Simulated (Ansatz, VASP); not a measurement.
# One calculation of NaAg3, two programs

INCAR

```
PREC     = Accurate       # precision mode
ENCUT    = 520            # plane-wave cutoff, eV
EDIFF    = 1E-7           # SCF threshold, eV
ISMEAR   = -1             # smearing method
SIGMA    = 0.05           # smearing width, eV
LREAL    = F              # projectors in reciprocal space
LASPH    = T              # aspherical terms in the spheres
NELM     = 100            # most SCF steps
ALGO     = Normal         # electronic algorithm
ISIF     = 2              # what is computed and relaxed
LWAVE    = F              # write WAVECAR
LCHARG   = F              # write CHGCAR
NBANDS   = 28             # bands
```

The input KPOINTS:

```
Automatic mesh
0
Gamma
  6 6 6
```

Contents of POSCAR:

```
NaAg3
1.0
    4.3544817918      0.0000000000      0.0000000000
    0.0000000000      4.3544817918      0.0000000000
    0.0000000000      0.0000000000      4.3544817918
Na Ag
1 3
Direct
    0.0000000000      0.0000000000      0.0000000000
    0.0000000000      0.5000000000      0.5000000000
    0.5000000000      0.0000000000      0.5000000000
    0.5000000000      0.5000000000      0.0000000000
```

Input for Ansatz:

```yaml
crystal:
  lattice:
    - [4.354481791817735, 0.0, 0.0]
    - [0.0, 4.354481791817735, 0.0]
    - [0.0, 0.0, 4.354481791817735]
  atoms:
    - { symbol: Na, position: [0.0, 0.0, 0.0] }
    - { symbol: Ag, position: [0.0, 0.5, 0.5] }
    - { symbol: Ag, position: [0.5, 0.0, 0.5] }
    - { symbol: Ag, position: [0.5, 0.5, 0.0] }
basis:
  ecutwfc: 500.0
kpoints:
  mp_grid:
    grid: [6, 6, 6]
hamiltonian:
  xc: lda
scf:
  occupations:
    method: fermi_dirac
    width: 0.05
output:
  stress: true
```

The cell comes from a database or a generator and needn't be the stable form of this composition.

Alike in both runs: task single point; functional LDA; k mesh 6 × 6 × 6; occupations fermi-dirac, width 0.05 eV; no spin polarisation.

|  | VASP | Ansatz |
| --- | --- | --- |
| version | VASP 6.6.1 | Ansatz 0.2.0 |
| potentials or method | VASP PAW LDA potentials, release 64 (Na_pv, Ag) | plane waves, PAW |
| plane-wave cutoff (eV) | 520 | 500 |
| valence electrons in the cell | 40 | 66 |

|  | VASP | Ansatz | Ansatz less VASP |
| --- | --- | --- | --- |
| pressure (GPa) | -9.6 | -9.7 | -0.11 |

The two sets of potentials don't hold the same shells in valence.
